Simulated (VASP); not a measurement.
A cell of Pb (fcc) near equilibrium:

```yaml
crystal:
  lattice:
    - [0.00000, 2.51344, 2.51344]
    - [2.51344, 0.00000, 2.51344]
    - [2.51344, 2.51344, 0.00000]
  atoms:
    - { symbol: Pb, position: [0.00000, 0.00000, 0.00000] }
```

Method: PBE GGA, VASP's PBE PAW potentials (set 64) (plane waves; VASP).

```tsv
run	ΔE (meV/atom)	σxx	σyy	σzz	largest shear component, with its sign (GPa)	largest force (eV/Å)
as it is	0.0	0.55	0.55	0.55	0.00	0.000
after one change	2.7	-1.14	-1.14	-1.14	0.00	0.000
```
Stress is in GPa, positive when the cell is compressed.

Question: Which change was made?
A) isotropic strain of -3.0 %
B) biaxial strain of +1.5 % in the yz plane
C) uniaxial strain of +1.0 % along x
D) isotropic strain of +1.5 %

Answer: D, isotropic strain of +1.5 %

The compound is Pb in the fcc structure.
